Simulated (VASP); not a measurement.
Set up this calculation in VASP 6.6.1, as the native input.

| Quantity | Value |
| --- | --- |
| Task | relaxation of cell and atoms |
| Functional | PBE |
| Dispersion | D3(BJ) |
| Potentials or basis | VASP PAW PBE potentials, release 64 (W_sv, Se) |
| Cutoff | 600 eV |
| k mesh | 9 × 9 × 2 |
| Occupations | gaussian, width 0.03 eV |
| Spin | no spin polarisation |
| Further INCAR settings | ALGO = Normal; EDIFF = 1e-06; IBRION = 2; EDIFFG = -0.01; NSW = 90; ISIF = 3 |

The structure of WSe2 lies in POSCAR:

```
WSe2
1.0
    3.2900000000      0.0000000000      0.0000000000
   -1.6450000000      2.8492235785      0.0000000000
    0.0000000000      0.0000000000     12.9700000000
W Se
2 4
Direct
    0.3333333333      0.6666666667      0.2500000000
    0.6666666667      0.3333333333      0.7500000000
    0.3333333333      0.6666666667      0.6210000000
    0.6666666667      0.3333333333      0.1210000000
    0.3333333333      0.6666666667      0.8790000000
    0.6666666667      0.3333333333      0.3790000000
```

The input as run:

INCAR

```
PREC = Accurate
ENCUT = 600
EDIFF = 1E-6
ISMEAR = 0
SIGMA = 0.03
LREAL = F
LASPH = T
NELM = 80
ALGO = Normal
ISIF = 3
LWAVE = F
LCHARG = F
GGA = PE
IVDW = 12
IBRION = 2
NSW = 90
EDIFFG = -0.01
KPAR = 4
```

KPOINTS

```
Automatic mesh
0
Gamma
  9 9 2
```

Potentials or basis: VASP PAW PBE potentials, release 64 (W_sv, Se).

Run with:

```console
$ cat potpaw_PBE.64/W_sv/POTCAR potpaw_PBE.64/Se/POTCAR > POTCAR
$ mpirun -np 4 vasp_std > vasp.out
```

Results of the run:

| Property | Result |
| --- | --- |
| Relaxed volume | 19.88 Å³/atom |
| Relaxed cell | a = 3.281 Å, b = 3.281 Å, c = 12.792 Å, α = 90.00°, β = 90.00°, γ = 120.00° |
| Space group after relaxing (to 0.05 Å) | P6_3/mmc (No. 194) |
| Energy gained by relaxing | 1.9 meV/atom |
| Ionic steps | 8 |
| Pressure after relaxing | 0.0 GPa |
| Band gap on the k mesh | 0.99 eV, indirect (least direct gap 1.56 eV) |
| Dispersion energy per atom | -0.475 eV |

Caveat: spin-orbit coupling is left out, which moves the levels of the heavy elements; an odd mesh through Γ misses points on the zone boundary, where band edges often lie.

Wall time 90 s on 4 MPI ranks on Intel(R) Xeon(R) 6975P-C (Granite Rapids), on a shared host, peak memory 0.37 GiB a rank.
